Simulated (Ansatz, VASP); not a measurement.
**Two plane-wave programs on Cs3SBr**

The input INCAR:

```
SYSTEM = Cs3SBr
  PREC = Accurate
  ENCUT = 520
  EDIFF = 1E-7
  ISMEAR = 0
  SIGMA = 0.05
  LREAL = .FALSE.
  LASPH = .TRUE.
  NELM = 100
  ALGO = Fast
  ISIF = 2
  LWAVE = .FALSE.
  LCHARG = .TRUE.
  GGA = PE
  LELF = .TRUE.
  LVHAR = .TRUE.
  NBANDS = 28
```

Contents of KPOINTS:

```
Automatic mesh
0
G
  4 4 4
  0 0 0
```

Contents of POSCAR:

```
Cs3SBr
1.0
    6.6388958104      0.0000000000      0.0000000000
    0.0000000000      6.6388958104      0.0000000000
    0.0000000000      0.0000000000      6.6388958104
Br S Cs
1 1 3
Direct
    0.0000000000      0.0000000000      0.0000000000
    0.5000000000      0.5000000000      0.5000000000
    0.5000000000      0.5000000000      0.0000000000
    0.5000000000      0.0000000000      0.5000000000
    0.0000000000      0.5000000000      0.5000000000
```

Input for Ansatz:

```yaml
crystal:
  lattice:
    - [6.6388958104, 0.0, 0.0]
    - [0.0, 6.6388958104, 0.0]
    - [0.0, 0.0, 6.6388958104]
  atoms:
    - { symbol: Br, position: [0.0, 0.0, 0.0] }
    - { symbol: S, position: [0.5, 0.5, 0.5] }
    - { symbol: Cs, position: [0.5, 0.5, 0.0] }
    - { symbol: Cs, position: [0.5, 0.0, 0.5] }
    - { symbol: Cs, position: [0.0, 0.5, 0.5] }
basis:
  ecutwfc: 420
kpoints:
  mp_grid: { grid: [4, 4, 4] }
hamiltonian:
  xc: pbe
scf:
  occupations: { method: gaussian, width: 0.05 }
output:
  forces: true
  stress: true
  eigenvalues: true
```

The cell comes from a database or a generator and needn't be the stable form of this composition.

Alike in both runs: task single point; functional PBE; k mesh 4 × 4 × 4; occupations gaussian, width 0.05 eV; no spin polarisation.

|  | VASP | Ansatz |
| --- | --- | --- |
| version | VASP 6.6.1 | Ansatz 0.2.0 |
| potentials or method | VASP PAW PBE potentials, release 64 (Br, S, Cs_sv) | scalar-relativistic, plane waves, PAW |
| plane-wave cutoff (eV) | 520 | 420 |
| valence electrons in the cell | 40 | 40 |

|  | VASP | Ansatz | Ansatz less VASP |
| --- | --- | --- | --- |
| gap on the k mesh at the Fermi level (eV) | 1.05 | 1.09 | +0.034 |
| least direct gap on the mesh (eV) | 1.05 | 1.09 | +0.034 |
| pressure (GPa) | 0.1 | 0.1 | -0.05 |

With one functional, cell and mesh, what is left measures potentials, basis and numerics.

Caveats: spin-orbit coupling is left out, which moves the levels of the heavy elements. A k mesh can miss the band edges.
